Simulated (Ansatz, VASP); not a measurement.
# Two plane-wave programs on AlB2P3

```
Al B P
1.0
     3.41717    0.00000    0.00000
    -1.70858    2.95935    0.00000
     0.00000    0.00000    8.64346
Al B P
1 2 3
Direct
  0.33333 0.66667 0.67079
  0.00000 0.00000 0.01921
  0.66667 0.33333 0.31872
  0.00000 0.00000 0.24723
  0.66667 0.33333 0.54724
  0.33333 0.66667 0.94681
```

Alike in both runs: functional PBE; k mesh 6 × 6 × 2; occupations gaussian, width 0.1 eV; no spin polarisation.

Ansatz relaxed the structure, and its values are those at the end. VASP's run is a single point on that final structure, the one shown.

|  | VASP | Ansatz |
| --- | --- | --- |
| version | VASP 6.6.1 | Ansatz 0.2.0 |
| potentials or method | VASP PAW PBE potentials, release 64 (Al, B, P) | scalar-relativistic, plane waves, PAW |
| plane-wave cutoff (eV) | 520 | 420 |
| valence electrons in the cell | 24 | 24 |

```csv
,VASP,Ansatz,Ansatz less VASP
gap on the k mesh at the Fermi level (eV),0.22,0.23,+0.004
least direct gap on the mesh (eV),1.48,1.48,+0.002
pressure (GPa),-0.1,0.0,+0.15
rms of the force components (eV/Å),0.008,0.006,-0.0018
```

With one functional, cell and mesh, what is left measures potentials, basis and numerics.
